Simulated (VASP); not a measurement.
# ZnCdPt3 (Pm-3m) in VASP: reference runs

How does ZnCdPt3 come out in PBE? The cell is run as given.

Everything below comes from runs of VASP 6.6.1. Logs are shortened: lines on timing, memory, paths and dates and some standing lists are left out, and cuts for length are marked.

**1. The structure**

It takes space group Pm-3m (No. 221, cubic). Conventional cell: a = 4.146 Å, b = 4.146 Å, c = 4.146 Å, α = 90.00°, β = 90.00°, γ = 90.00°. Zn (site symmetry m-3m) has 6 Pt at 2.07 Å as nearest neighbours. Cd (site symmetry m-3m) is surrounded by 12 Pt at 2.93 Å. Around Pt (site symmetry 4/mmm) lie 2 Zn at 2.07 Å.

The cell was built by a generator and needn't be a form met in nature.

**2. Single point, PBE**

INCAR

```
SYSTEM = ZnCdPt3
PREC = Accurate
ENCUT = 520
EDIFF = 1E-7
ISMEAR = -1
SIGMA = 0.05
LREAL = .False.
LASPH = .True.
NELM = 100
ALGO = Normal
ISIF = 2
LWAVE = .False.
LCHARG = .False.
GGA = PE
NBANDS = 35
```

KPOINTS

```
Automatic mesh
0
Gamma
  7 7 7
  0 0 0
```

POSCAR

```
ZnCdPt3
1.0
    4.1456724800      0.0000000000      0.0000000000
    0.0000000000      4.1456724800      0.0000000000
    0.0000000000      0.0000000000      4.1456724800
Zn Cd Pt
1 1 3
Direct
    0.0000000000      0.0000000000      0.0000000000
    0.5000000000      0.5000000000      0.5000000000
    0.5000000000      0.0000000000      0.0000000000
    0.0000000000      0.5000000000      0.0000000000
    0.0000000000      0.0000000000      0.5000000000
```

Potentials or basis: VASP PAW PBE potentials, release 64 (Zn, Cd, Pt).

Launch:

```console
$ cat potpaw_PBE.64/Zn/POTCAR potpaw_PBE.64/Cd/POTCAR potpaw_PBE.64/Pt/POTCAR > POTCAR
$ mpirun -np 1 vasp_std > vasp.out
```

OUTCAR:

```text
SYSTEM = ZnCdPt3
   PREC = Accurate
   ENCUT = 520
   EDIFF = 1E-7
   ISMEAR = -1
   LREAL = .False.
   LASPH = .True.
   NELM = 100
   ISIF = 2
   GGA = PE

 ion  position               nearest neighbor table
   1  0.000  0.000  0.000-   3 2.07   4 2.07   5 2.07   5 2.07   4 2.07   3 2.07
   2  0.500  0.500  0.500-   3 2.93   4 2.93   5 2.93   3 2.93   4 2.93   3 2.93   5 2.93   3 2.93
                             4 2.93   5 2.93   4 2.93   5 2.93
   3  0.500  0.000  0.000-   1 2.07   1 2.07   4 2.93   5 2.93   2 2.93   5 2.93   2 2.93   4 2.93
                             2 2.93   2 2.93   4 2.93   5 2.93   5 2.93   4 2.93
   4  0.000  0.500  0.000-   1 2.07   1 2.07   3 2.93   5 2.93   2 2.93   5 2.93   2 2.93   3 2.93
                             5 2.93   5 2.93   2 2.93   3 2.93   2 2.93   3 2.93
   5  0.000  0.000  0.500-   1 2.07   1 2.07   3 2.93   4 2.93   2 2.93   3 2.93   4 2.93   2 2.93
                             4 2.93   4 2.93   2 2.93   3 2.93   3 2.93   2 2.93

  LATTYP: Found a simple cubic cell.
 ALAT       =     4.1456724800

  Lattice vectors:

 A1 = (   4.1456724800,   0.0000000000,   0.0000000000)
 A2 = (   0.0000000000,   4.1456724800,   0.0000000000)
 A3 = (   0.0000000000,   0.0000000000,   4.1456724800)

Analysis of symmetry for initial positions (statically):
=====================================================================
 Subroutine PRICEL returns:
 Original cell was already a primitive cell.

 Routine SETGRP: Setting up the symmetry group for a
 simple cubic supercell.

 Subroutine GETGRP returns: Found 48 space group operations
 (whereof 48 operations were pure point group operations)
 out of a pool of 48 trial point group operations.

The static configuration has the point symmetry O_h .

Analysis of symmetry for dynamics (positions and initial velocities):
=====================================================================
 Subroutine PRICEL returns:
 Original cell was already a primitive cell.

 Routine SETGRP: Setting up the symmetry group for a
 simple cubic supercell.

 Subroutine GETGRP returns: Found 48 space group operations
 (whereof 48 operations were pure point group operations)
 out of a pool of 48 trial point group operations.

The dynamic configuration has the point symmetry O_h .

 Subroutine INISYM returns: Found 48 space group operations
 (whereof 48 operations are pure point group operations),
 and found     1 'primitive' translations

----------------------------------------------------------------------------------------

                                     Primitive cell

  volume of cell :      71.2500

  direct lattice vectors                    reciprocal lattice vectors
     4.145672480  0.000000000  0.000000000     0.241215389  0.000000000  0.000000000
     0.000000000  4.145672480  0.000000000     0.000000000  0.241215389  0.000000000
     0.000000000  0.000000000  4.145672480     0.000000000  0.000000000  0.241215389

  length of vectors
     4.145672480  4.145672480  4.145672480     0.241215389  0.241215389  0.241215389

  position of ions in fractional coordinates (direct lattice)
     0.000000000  0.000000000  0.000000000
     0.500000000  0.500000000  0.500000000
     0.500000000  0.000000000  0.000000000
     0.000000000  0.500000000  0.000000000
     0.000000000  0.000000000  0.500000000

  ion indices of the primitive-cell ions
   primitive index   ion index
                 1           1
                 2           2
                 3           3
                 4           4
                 5           5

----------------------------------------------------------------------------------------

 KPOINTS: Automatic mesh

Automatic generation of k-mesh.
 Grid dimensions read from file:
 generate k-points for:    7    7    7

 Generating k-lattice:

  Cartesian coordinates                     Fractional coordinates (reciprocal lattice)
     0.034459341  0.000000000  0.000000000     0.142857143  0.000000000  0.000000000
     0.000000000  0.034459341  0.000000000     0.000000000  0.142857143  0.000000000
     0.000000000  0.000000000  0.034459341     0.000000000  0.000000000  0.142857143

  Length of vectors
     0.034459341  0.034459341  0.034459341

  Shift w.r.t. Gamma in fractional coordinates (k-lattice)
     0.000000000  0.000000000  0.000000000

 Subroutine IBZKPT returns following result:
 ===========================================

 Found     20 irreducible k-points:

 Following reciprocal coordinates:
            Coordinates               Weight
  0.000000  0.000000  0.000000      1.000000
  0.142857  0.000000  0.000000      6.000000
  0.285714  0.000000  0.000000      6.000000
  0.428571  0.000000  0.000000      6.000000
  0.142857  0.142857  0.000000     12.000000
  0.285714  0.142857  0.000000     24.000000
[... 12 lines left out ...]
  0.428571  0.428571  0.285714     24.000000
  0.428571  0.428571  0.428571      8.000000
   k-points           NKPTS =     20   k-points in BZ     NKDIM =     20   number of bands    NBANDS=     35
   number of dos      NEDOS =    301   number of ions     NIONS =      5
   total plane-waves  NPLWV =  32768
   dimension x,y,z NGX =    32 NGY =   32 NGZ =   32
   dimension x,y,z NGXF=    64 NGYF=   64 NGZF=   64
   ions per type =               1   1   3
   NGX,Y,Z   is equivalent  to a cutoff of  12.83, 12.83, 12.83 a.u.
   NGXF,Y,Z  is equivalent  to a cutoff of  25.66, 25.66, 25.66 a.u.
 SYSTEM =  ZnCdPt3
   PREC   = accura    normal or accurate (medium, high low for compatibility)
   ISTART =      0    job   : 0-new  1-cont  2-samecut
   ICHARG =      2    charge: 1-file 2-atom 10-const
   ISPIN  =      1    spin polarized calculation?
   LNONCOLLINEAR =      F non collinear calculations
   LSORBIT =      F    spin-orbit coupling
   LASPH  =      T    aspherical Exc in radial PAW
   ENCUT  =  520.0 eV  38.22 Ry    6.18 a.u.   7.71  7.71  7.71*2*pi/ulx,y,z
   NELM   =    100;   NELMIN=  2; NELMDL= -5     # of ELM steps
   EDIFF  = 0.1E-06   stopping-criterion for ELM
   LREAL  =      F    real-space projection
   EDIFFG = 0.1E-05   stopping-criterion for IOM
   NSW    =      0    number of steps for IOM
   IBRION =     -1    ionic relax: 0-MD 1-quasi-New 2-CG
   NFREE  =      0    steps in history (QN), initial steepest desc. (CG)
   ISIF   =      2    stress and relaxation
   ISYM   =      2    0-nonsym 1-usesym 2-fastsym
   POTIM  = 0.5000    time-step for ionic-motion
   TEBEG  =    0.0;   TEEND  =   0.0 temperature during run
   PSTRESS=    0.0 pullay stress
   NELECT =      54.0000    total number of electrons
   NUPDOWN=      -1.0000    fix difference up-down
   EMIN   =  10.00;   EMAX   =-10.00  energy-range for DOS
   EFERMI =   0.00;   METHOD = LEGACY
   ISMEAR =    -1;   SIGMA  =   0.05  broadening in eV -4-tet -1-fermi 0-gaus
   EFERMI_NEDOS =   21; number of points for ismear=-14 and -15
   IALGO  =     38    algorithm
   IMIX   =      4    mixing-type and parameters
     AMIX     =   0.40;   BMIX     =  1.00
     AMIX_MAG =   1.60;   BMIX_MAG =  1.00
  volume/ion in A,a.u.               =      14.25        96.16
  Fermi-wavevector in a.u.,A,eV,Ry     =   1.492603  2.820611 30.311943  2.227865
  Thomas-Fermi vector in A             =   2.605110
   LORBIT       =      0    0 simple, 1 ext, 2 COOP (PROOUT), +10 PAW based schemes
   GGA     = PE    functional components
[... 5 lines left out ...]
 non-spin polarized calculation
  energy-cutoff  :      520.00
  volume of cell :       71.25
 maximum number of plane-waves:      1935
 NGX is ok and might be reduce to    32
   NGX = 15   NGY = 15   NGZ = 15

 number of electron      53.9999963 magnetization

 Free energy of the ion-electron system (eV)
  ---------------------------------------------------
  ext. energy  EPLUGINS =         0.00000000
  ---------------------------------------------------
  free energy    TOTEN  =       -12.41168908 eV

  energy without entropy =      -12.40714960  energy(sigma->0) =      -12.40941934

 E-fermi :   8.7924     XC(G=0): -13.1951

 val. band max:        8.5660732833   @ k =   0.2857   0.2857   0.2857
 cond. band min:       8.8386730776   @ k =   0.4286   0.4286   0.4286
 fundamental gap:      0.2725997942
 Fermi energy:         8.7923510382

 k-point     1 :       0.0000    0.0000    0.0000
  band No.  band energies     occupation
      1      -2.6577      2.00000
      2      -1.2699      2.00000
      3      -1.2699      2.00000
      4      -0.9762      2.00000
      5      -0.9762      2.00000
      6      -0.9762      2.00000
[... 27 lines left out ...]
     34      15.7759      0.00000
     35      15.7759      0.00000

 k-point     2 :       0.1429    0.0000    0.0000
  band No.  band energies     occupation
      1      -2.4561      2.00000
      2      -1.2655      2.00000
      3      -1.1216      2.00000
      4      -0.9483      2.00000
      5      -0.8684      2.00000
      6      -0.8684      2.00000
[... 27 lines left out ...]
     34      16.1846      0.00000
     35      16.6406      0.00000

 k-point     3 :       0.2857    0.0000    0.0000
  band No.  band energies     occupation
      1      -2.0472      2.00000
      2      -1.2559      2.00000
      3      -0.8817      2.00000
      4      -0.5881      2.00000
      5      -0.5881      2.00000
      6      -0.5683      2.00000
[... 27 lines left out ...]
     34      17.5081      0.00000
     35      17.6286      0.00000
[... 571 lines left out ...]
 k-point    19 :       0.4286    0.4286    0.2857
  band No.  band energies     occupation
      1      -0.5485      2.00000
      2      -0.2100      2.00000
      3      -0.1983      2.00000
      4       0.1118      2.00000
      5       0.2624      2.00000
      6       0.2998      2.00000
[... 27 lines left out ...]
     34      21.3654      0.00000
     35      22.1041      0.00000

 k-point    20 :       0.4286    0.4286    0.4286
  band No.  band energies     occupation
      1      -0.2159      2.00000
      2      -0.1398      2.00000
      3      -0.1398      2.00000
      4       0.3297      2.00000
      5       0.3297      2.00000
      6       0.3605      2.00000
[... 27 lines left out ...]
     34      22.3577      0.00000
     35      22.5068      0.00000

------------------------ aborting loop because EDIFF is reached ----------------------------------------

  FORCE on cell =-STRESS in cart. coord.  units (eV):
  Direction    XX          YY          ZZ          XY          YZ          ZX
  --------------------------------------------------------------------------------------
  -------------------------------------------------------------------------------------
  Total       37.6886297     37.6886297     37.6886297     -0.0000000      0.0000000     -0.0000000
  in kB      847.4926954    847.4926954    847.4926954     -0.0000000      0.0000000     -0.0000000
  external PRESSURE =     847.4926954 kB  Pullay stress =       0.0000000 kB

 VOLUME and BASIS-vectors are now :
 -----------------------------------------------------------------------------
  energy-cutoff  :      520.00
  volume of cell :       71.25
      direct lattice vectors                 reciprocal lattice vectors
     4.145672480  0.000000000  0.000000000     0.241215389  0.000000000  0.000000000
     0.000000000  4.145672480  0.000000000     0.000000000  0.241215389  0.000000000
     0.000000000  0.000000000  4.145672480     0.000000000  0.000000000  0.241215389

 POSITION                                       TOTAL-FORCE (eV/Angst)
 -----------------------------------------------------------------------------------
      0.00000      0.00000      0.00000         0.000000      0.000000      0.000000
      2.07284      2.07284      2.07284         0.000000      0.000000      0.000000
      2.07284      0.00000      0.00000         0.000000      0.000000      0.000000
      0.00000      2.07284      0.00000         0.000000      0.000000      0.000000
      0.00000      0.00000      2.07284         0.000000      0.000000      0.000000
 -----------------------------------------------------------------------------------
    total drift:                                0.000000      0.000000     -0.000000

  FREE ENERGIE OF THE ION-ELECTRON SYSTEM (eV)
  ---------------------------------------------------
  free  energy   TOTEN  =       -12.4116890783 eV

  energy  without entropy=      -12.4071495966  energy(sigma->0) =      -12.40941934
```

Run time: 64 s. Hardware: 1 thread of AMD EPYC 7R43 (Zen 3), shared host; peak memory 0.16 GiB.

Results:

```
Free energy            : -12.4117 eV
Pressure               : 84.7 GPa
Band gap on the k mesh : none (metal or under the smearing width)
```

Levels at points of the mesh, in eV from the Fermi level:
| k point | band 23 | band 24 | band 25 | band 26 | band 27 | band 28 | band 29 | band 30 | band 31 | band 32 |
| --- | --- | --- | --- | --- | --- | --- | --- | --- | --- | --- |
| (0.00, 0.00, 0.00) | -0.56 | -0.41 | -0.41 | -0.41 | -0.30 | -0.25 | -0.25 | 6.00 | 6.09 | 6.09 |

Caveat: a pressure of tens of GPa on the cell as given is suspect, and the run, the potentials or the cell itself is likely at fault. Spin-orbit coupling is left out, which matters for the levels of Pt.
